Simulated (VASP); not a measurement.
Input:

```
CELL_PARAMETERS angstrom
      2.20628    -3.79381     0.00000
      2.20628     3.79381     0.00000
      0.00000     0.00000     4.54985
ATOMIC_POSITIONS crystal
  Ga 0.15563 0.84437 0.91580
  Ga 0.34437 0.65563 0.41580
  Ga 0.65563 0.34437 0.58420
  Ga 0.84437 0.15563 0.08420
```

Calculation: r2SCAN meta-GGA, VASP's PBE PAW potentials (set 64) (plane waves; VASP). Run with 400 eV cut-off, 9×9×8 Γ-centred mesh, tetrahedra with Blöchl corrections, potentials Ga_d.

Give the energies of bands 22 to 30 at the high-symmetry points, in eV from the Fermi level.

```json
[
 {"band": "22", "Γ": "-4.60", "Y": "-7.73", "C0": "-8.07", "Z": "-9.90", "A0": "-7.33", "T": "-8.16", "S": "-9.13", "R": "-7.63"},
 {"band": "23", "Γ": "-4.22", "Y": "-4.09", "C0": "-6.93", "Z": "-0.08", "A0": "-6.38", "T": "-5.69", "S": "-3.65", "R": "-6.71"},
 {"band": "24", "Γ": "-1.87", "Y": "-3.50", "C0": "-1.43", "Z": "-0.08", "A0": "-6.38", "T": "-5.69", "S": "-3.65", "R": "-6.71"},
 {"band": "25", "Γ": "-1.35", "Y": "-2.06", "C0": "-1.40", "Z": "-0.02", "A0": "-3.93", "T": "-1.40", "S": "-1.73", "R": "-1.75"},
 {"band": "26", "Γ": "-0.92", "Y": "-1.90", "C0": "-0.34", "Z": "-0.02", "A0": "-3.93", "T": "-1.40", "S": "-1.73", "R": "-1.75"},
 {"band": "27", "Γ": "1.02", "Y": "1.07", "C0": "-0.11", "Z": "0.33", "A0": "4.59", "T": "-0.72", "S": "0.74", "R": "0.67"},
 {"band": "28", "Γ": "1.19", "Y": "1.09", "C0": "0.99", "Z": "0.33", "A0": "4.59", "T": "-0.72", "S": "0.74", "R": "0.67"},
 {"band": "29", "Γ": "1.20", "Y": "3.79", "C0": "1.98", "Z": "2.10", "A0": "5.47", "T": "6.84", "S": "4.38", "R": "7.75"},
 {"band": "30", "Γ": "5.61", "Y": "3.91", "C0": "3.31", "Z": "2.10", "A0": "5.47", "T": "6.84", "S": "4.38", "R": "7.76"}
]
```

It has no gap at this level: it comes out as a metal or semimetal.

The compound is Ga in the alpha structure. It was relaxed first.
